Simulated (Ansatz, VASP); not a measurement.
# Cross-check of Li2Si4O9 between VASP and Ansatz, part 2 of 2

Aim: how closely do two programs agree when they are given the same cell, functional and k mesh? The structure shown is frame 148 of Ansatz's trajectory.

VASP 6.6.1 and Ansatz 0.2.0.

So far: The structure; Ansatz: dynamics, PBE.

## (3) VASP: single point, PBE

Level of this step: PBE; plane waves and PAW (Si, Li_sv, O) (VASP).

The same cell, functional, mesh and smearing now go to VASP, with its own data sets.

Lines of VASP's logs that name or quote its potential files are left out, and so is its time.

INCAR reads:

```
SYSTEM = Li2Si4O9
PREC = Accurate
ENCUT = 650
EDIFF = 1E-06
NELM = 120
ISMEAR = 0
SIGMA = 0.05
LREAL = Auto
ALGO = Normal
GGA = PE
NBANDS = 248
LORBIT = 11
LWAVE = .FALSE.
LCHARG = .FALSE.
ISIF = 2
LASPH = .TRUE.
GGA_COMPAT = .FALSE.
EFERMI = MIDGAP
NCORE = 2
```

POSCAR reads:

```
Li2Si4O9
1.0
    9.7366500000      0.0000000000      0.0000000000
    0.0000000000      9.7366500000      0.0000000000
    0.0000000000      0.0000000000      9.7366500000
Si Li O
20 10 45
Direct
    0.9867151433      0.3580081445      0.6109698921
    0.9828431750      0.4932600022      0.0650120935
    0.5343521642      0.5653895334      0.1218899724
    0.7102442832      0.0723349407      0.9688650614
    0.9909106315      0.2199524477      0.8781767857
    0.6741127595      0.8368073208      0.1662276040
    0.4371421382      0.9654758053      0.8378651795
    0.1765905111      0.9677969322      0.9747192309
    0.0578433034      0.0566416581      0.2487713947
    0.5930376464      0.2732048497      0.1993806905
    0.7750612377      0.7144140952      0.4293057674
    0.8490291835      0.5826028459      0.7983443998
    0.4906821135      0.5786179025      0.4364334756
    0.2788330689      0.2914862915      0.1945124863
    0.3873303446      0.0745841742      0.5558893459
    0.1342453513      0.7077280173      0.7828770676
    0.3129515799      0.4604047593      0.9140823589
    0.2581072545      0.3635644703      0.4926848557
    0.2883948791      0.8002649782      0.4838522490
    0.8628326991      0.3003805210      0.2997026698
    0.5909835518      0.7675124401      0.6609049314
    0.9548664068      0.8342499730      0.5275839226
    0.3991516589      0.0188052359      0.1713114880
    0.2477648883      0.1868917954      0.7802683675
    0.0441630335      0.5317126527      0.3774398792
    0.5992307416      0.7073582803      0.8820076720
    0.5195626833      0.2865051121      0.6550199504
    0.0402910652      0.7620588190      0.2921744132
    0.6290151130      0.9803371796      0.4399870592
    0.2422599149      0.5692512312      0.2339408318
    0.6352287491      0.1620783329      0.0887163449
    0.9069546507      0.4305690356      0.2098257614
    0.7053658086      0.6457046315      0.7629523501
    0.4002916814      0.5528903678      0.0067836474
    0.9131272049      0.6438867578      0.4680870731
    0.7399875727      0.9203986998      0.0411640554
    0.3473268527      0.9803782615      0.9951266606
    0.5771081429      0.9245377003      0.2569775025
    0.0235399239      0.2286207268      0.7132124499
    0.2178880827      0.7094021044      0.3619417356
    0.9218468364      0.1498564701      0.2379771277
    0.4123697576      0.4427600869      0.5243076417
    0.1845090457      0.7916275105      0.6347871188
    0.3324243965      0.0326087515      0.7128529833
    0.7012062670      0.2594526865      0.3367893475
    0.3526674986      0.9545377517      0.4521164877
    0.6588302958      0.5704528765      0.4454817622
    0.7348215249      0.8349483652      0.5227978822
    0.9392758290      0.3142251185      0.4627464272
    0.2043413289      0.1511608202      0.2302640025
    0.0950224153      0.9467219218      0.1144952319
    0.3820821330      0.3500793394      0.8112954661
    0.5326472657      0.1412498138      0.5533422686
    0.4395043470      0.2590829495      0.2501989904
    0.7884333934      0.7619663847      0.2643927840
    0.2000790826      0.3807058896      0.3297951554
    0.4515208003      0.5794087289      0.2728453832
    0.2061592026      0.5659749503      0.8256946691
    0.0098801949      0.3471625251      0.9782728146
    0.8692928266      0.5673203823      0.9706932056
    0.1469601968      0.8413674108      0.8886013156
    0.6265810109      0.4310517478      0.1444542014
    0.1228143150      0.1003425203      0.8997036969
    0.5807747018      0.0634098997      0.8597002049
    0.4315036486      0.7196006840      0.5094051856
    0.2675560896      0.3623114726      0.0516193968
    0.1373881160      0.4329620557      0.5848315386
    0.0956181027      0.5945474059      0.1174633986
    0.5956874284      0.7108297002      0.0770901696
    0.2723729414      0.2057278427      0.5457626596
    0.8555098520      0.1293668767      0.9212819604
    0.0362753103      0.9565404939      0.3794837033
    0.8757529540      0.4413427616      0.7084058685
    0.4552695229      0.8132982083      0.7977589828
    0.9690499299      0.6884400692      0.7580327936
```

KPOINTS reads:

```
Automatic mesh
0
Gamma
1 1 1
0 0 0
```

PAW data sets: Si, Li_sv and O (PBE family, release 64).

Command:

```sh
> mpirun -np 8 vasp_gam
```

Numbers of over 12 decimals in the logs are rounded to 6 here.

The program printed:

```text
[banner, memory and clock lines left out]
running    8 mpi-ranks, on    1 nodes
[...]
LDA part: xc-table for (Slater+PW92), standard interpolation
 POSCAR, INCAR and KPOINTS ok, starting setup
[...]
entering main loop
       N       E                     dE             d eps       ncg     rms          rms(c)
DAV:   1     0.436092333830E+04    0.43609E+04   -0.24383E+05   496   0.186E+03
DAV:   2    -0.171429463541E+03   -0.45324E+04   -0.43257E+04   600   0.443E+02
DAV:   3    -0.589097374685E+03   -0.41767E+03   -0.41434E+03   616   0.143E+02
DAV:   4    -0.611437856153E+03   -0.22340E+02   -0.22232E+02   776   0.274E+01
[...]
DAV:  18    -0.537753152679E+03   -0.46432E-06   -0.16453E-05   632   0.900E-03    0.107E-02
DAV:  19    -0.537753154095E+03   -0.14162E-05   -0.38662E-06   480   0.568E-03    0.520E-03
DAV:  20    -0.537753154056E+03    0.39199E-07   -0.13206E-06   408   0.387E-03
   1 F= -.53775315E+03 E0= -.53775315E+03  d E =0.000000E+00
```

Parts of OUTCAR (step 3):

```text
  Total        9.2112284     18.8431498     -2.6482170     -1.7647692      9.8843562      3.2972425
  in kB       15.9881958     32.7066005     -4.5965870     -3.0631610     17.1565631      5.7231193
  external PRESSURE =      14.6994031 kB  Pullay stress =       0.0000000 kB

 POSITION                                       TOTAL-FORCE (eV/Angst)
 -----------------------------------------------------------------------------------
      9.60730      3.48580      5.94880        -0.409458      1.184985      1.476488
      9.56960      4.80270      0.63300        -1.250273     -0.310411      0.513416
      5.20280      5.50500      1.18680        -3.283081      0.177733      0.143407
      6.91540      0.70430      9.43350        -1.475010     -1.803090      1.070244
      9.64815      2.14160      8.55050         0.880683     -3.014666      0.284285
      6.56360      8.14770      1.61850         0.444044     -0.703931      0.650078
      4.25630      9.40050      8.15800        -0.270572      1.391016      0.479701
      1.71940      9.42310      9.49050         0.643746      0.155352      1.746168
      0.56320      0.55150      2.42220         1.052928     -3.033410      0.860592
      5.77420      2.66010      1.94130         3.035971      1.020990      1.378101
      7.54650      6.95600      4.18000        -1.788273     -3.608412     -1.536880
      8.26670      5.67260      7.77320        -0.460932      0.428706      0.479892
      4.77760      5.63380      4.24940         0.307786     -0.555083      1.371902
      2.71490      2.83810      1.89390        -0.167944      0.204675      2.803175
[...]
-----------------------------------------------------------------------------------
    total drift:                               -0.002936      0.009217      0.008805

  FREE ENERGIE OF THE ION-ELECTRON SYSTEM (eV)
  ---------------------------------------------------
  free  energy   TOTEN  =      -537.7531540560 eV

  energy  without entropy=     -537.7531540560  energy(sigma->0) =     -537.75315406

[... 3 further parts left out ...]
[key lines of the parts left out:]
E-fermi :   3.9189
```

The run ends at a pressure of 1.47 GPa, with forces up to 6.7 eV/Å.

## (4) Differences

Known differences besides the potentials themselves: the cutoff is 420 eV in Ansatz and 650 eV in VASP (PREC = Accurate, projectors in real space). Total energies have different zeros and are not compared.

Forces on 10 of the 75 atoms, those with the largest forces and the largest differences (eV/Å; atoms numbered as in POSCAR):

```csv
atom,"Ansatz x, y, z","VASP x, y, z"
Si6,"0.402, -0.641, 0.739","0.444, -0.704, 0.650"
Si11,"-1.756, -3.557, -1.492","-1.788, -3.608, -1.537"
Si17,"-0.786, -2.361, -3.440","-0.866, -2.318, -3.427"
Si19,"-3.060, -1.870, 0.774","-3.072, -1.817, 0.814"
Si20,"0.744, -2.321, 2.717","0.768, -2.326, 2.777"
O34,"4.920, 3.280, 3.021","4.966, 3.283, 3.063"
O61,"-0.439, -4.278, -2.386","-0.429, -4.315, -2.414"
O63,"-1.548, 3.659, -0.470","-1.571, 3.694, -0.461"
O72,"0.537, 0.330, -0.734","0.525, 0.262, -0.654"
O74,"1.479, -1.241, 0.017","1.490, -1.346, -0.004"
```

The forces differ by 33 meV/Å r.m.s., which is 2.5 % of the r.m.s. force of 1.321 eV/Å (both taken over all components).

## (5) Results

| Quantity | Value |
| --- | --- |
| r.m.s. force difference (single point, PBE) | 2.5 % of the r.m.s. force |

In words: The r.m.s. force difference is 2.5 % of the r.m.s. force (single point, PBE), within the 3 % picked in this series as the mark of a large difference. 2 further runs of this series are not shown here. How closely two codes agree says nothing of how well the functional describes the real material.

[Lines on the potential files, build, host, timing and source positions are cut from VASP's logs without a mark.]

[Logs are printed without paths, hosts, clocks, repeated set-up lines and the standing remarks that a program may print on its own settings, such as how far it seeks lower states.]

[Hosts, paths, dates, database ids (printed as entryN), source tags and the programs' standing remarks are cut or masked in the printed files.]
